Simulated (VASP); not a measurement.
Method: LDA (Ceperley-Alder, Perdew-Zunger), VASP's LDA PAW potentials (set 64) (plane waves; VASP).

VASP ran on this input.

**INCAR**
```
! general
SYSTEM  = TaGa3
PREC    = Accurate
ENCUT   = 300
LREAL   = F
LASPH   = T

! electronic loop
EDIFF   = 1E-6
NELM    = 100
ALGO    = Normal
LMAXMIX = 6

! smearing
ISMEAR  = -1
SIGMA   = 0.1

! ions
IBRION  = 2
NSW     = 50
ISIF    = 3
EDIFFG  = -0.01

! output
LWAVE   = F
LCHARG  = F
```

### POSCAR
```
TaGa3
1
   -1.8951700000     1.8951700000     4.3318800000
    1.8951700000    -1.8951700000     4.3318800000
    1.8951700000     1.8951700000    -4.3318800000
Ta Ga
1 3
Direct
  0.0000000000   0.0000000000   0.0000000000
  0.5000000000   0.5000000000   0.0000000000
  0.7500000000   0.2500000000   0.5000000000
  0.2500000000   0.7500000000   0.5000000000
```

**KPOINTS**
```
Automatic mesh
0
Gamma
9 9 9
0 0 0
```

POTCAR, in this order: Ta_pv Ga_d (LDA.64 set). Program: vasp_std.

At this cut-off the stress carries a Pulay error, which pulls relaxed volumes low. Energy and stress use the plane-wave basis of the starting cell. Unless said otherwise, spin-orbit coupling is left out, though it shifts the bands of the heavy elements here.

Q: Predict the energy per atom (σ→0), volume per atom, band gap (on the k-mesh).

A: 
The energy per atom (σ→0) is -6.153 eV/atom, the band gap (on the k-mesh) is none (metal, semimetal or under 0.01 eV) and the volume per atom is 15.02 Å³/atom.

### OSZICAR
```
...
DAV:   6    -0.246240462575E+02    0.24676E-06   -0.46413E-07  2496   0.135E-02
   4 F= -.24624046E+02 E0= -.24610339E+02  d E =-.365491E-01
       N       E                     dE             d eps       ncg     rms          rms(c)
DAV:   1    -0.246240560299E+02   -0.95256E-05   -0.10062E-04  5754   0.102E-01    0.141E-02
DAV:   2    -0.246240525353E+02    0.34946E-05   -0.94403E-06  5092   0.578E-02    0.736E-03
DAV:   3    -0.246240511991E+02    0.13362E-05   -0.33189E-06  4438   0.421E-02    0.180E-03
DAV:   4    -0.246240511530E+02    0.46074E-07   -0.76074E-07  2514   0.247E-02
   5 F= -.24624051E+02 E0= -.24610345E+02  d E =-.489557E-05
```

The structure comes from a computed database's TaGa3 entry; how it stands against other phases isn't given here. This run relaxes it. Symmetry was kept, so distortions that lower it aren't found. The run is one of a series of settings (EDIFFG = -0.01, IBRION = 2, ISIF = 3, NSW = 50 against the base run), some of them coarse on purpose.
